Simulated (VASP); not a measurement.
These are vdW-DF-cx, VASP's PBE PAW potentials (set 64) (plane waves; VASP 6.6.1) values and carry that method's errors.

A VASP calculation is set up with these files.

**KPOINTS**
```
Automatic mesh
0
Gamma
11 11 11
0 0 0
```

File POSCAR:
```
LiH
1
    0.0000000000     2.0154247137     2.0154247137
    2.0154247137     0.0000000000     2.0154247137
    2.0154247137     2.0154247137     0.0000000000
Li H
1 1
Direct
  0.0000000000   0.0000000000   0.0000000000
  0.5000000000   0.5000000000   0.5000000000
```

**INCAR**
```
SYSTEM = LiH
PREC = Accurate; ENCUT = 520; LREAL = .False.
LASPH = .True.
EDIFF = 1E-7; NELM = 100; ALGO = Normal
ISMEAR = 0; SIGMA = 0.05
GGA = CX; LUSE_VDW = .True.; AGGAC = 0.0
ISIF = 2
LWAVE = .False.; LCHARG = .False.
```

POTCAR, in this order: Li_sv H (PBE.64 set). Program: vasp_std.

Output of the run:

File OSZICAR:
```
       N       E                     dE             d eps       ncg     rms          rms(c)
DAV:   1    -0.455569338022E+00   -0.45557E+00   -0.15201E+03   684   0.608E+02
DAV:   2    -0.538839673638E+01   -0.49328E+01   -0.48529E+01   918   0.699E+01
DAV:   3    -0.547215760476E+01   -0.83761E-01   -0.83761E-01   810   0.847E+00
DAV:   4    -0.547319629578E+01   -0.10387E-02   -0.10387E-02   912   0.790E-01
DAV:   5    -0.547320739495E+01   -0.11099E-04   -0.11099E-04   828   0.484E-02    0.296E+00
DAV:   6    -0.526943799532E+01    0.20377E+00   -0.18428E-01   750   0.202E+00    0.147E+00
DAV:   7    -0.520417334708E+01    0.65265E-01   -0.22773E-01   846   0.255E+00    0.232E-01
DAV:   8    -0.520620035055E+01   -0.20270E-02   -0.59032E-03   738   0.709E-01    0.398E-02
DAV:   9    -0.520615980328E+01    0.40547E-04   -0.22386E-04   978   0.956E-02    0.123E-02
DAV:  10    -0.520616045305E+01   -0.64977E-06   -0.10046E-05   786   0.262E-02    0.252E-03
DAV:  11    -0.520615852183E+01    0.19312E-05   -0.40704E-07   900   0.619E-03    0.753E-04
DAV:  12    -0.520615639684E+01    0.21250E-05   -0.25925E-08   486   0.187E-03    0.889E-04
DAV:  13    -0.520615743045E+01   -0.10336E-05   -0.11291E-08   336   0.933E-04    0.491E-05
DAV:  14    -0.520615746984E+01   -0.39384E-07   -0.11810E-09   336   0.345E-04
   1 F= -.52061575E+01 E0= -.52061575E+01  d E =-.286312E-12
```

OUTCAR:
```
------------------------ aborting loop because EDIFF is reached ----------------------------------------
  FORCE on cell =-STRESS in cart. coord.  units (eV):
  Direction    XX          YY          ZZ          XY          YZ          ZX
  --------------------------------------------------------------------------------------
  Total        0.0039292      0.0039292      0.0039292     -0.0000000     -0.0000000     -0.0000000
  in kB        0.3844928      0.3844928      0.3844928     -0.0000000     -0.0000000     -0.0000000
  external PRESSURE =       0.3844928 kB  Pullay stress =       0.0000000 kB
  volume of cell :       16.37
      direct lattice vectors                 reciprocal lattice vectors
     0.000000000  2.015424714  2.015424714    -0.248086667  0.248086667  0.248086667
     2.015424714  0.000000000  2.015424714     0.248086667 -0.248086667  0.248086667
     2.015424714  2.015424714  0.000000000     0.248086667  0.248086667 -0.248086667
  FREE ENERGIE OF THE ION-ELECTRON SYSTEM (eV)
  ---------------------------------------------------
  free  energy   TOTEN  =        -5.2061574698 eV

  energy  without entropy=       -5.2061574698  energy(sigma->0) =       -5.20615747
```
(Selected blocks of OUTCAR.)

The compound is LiH in the rock salt structure. It was relaxed first.
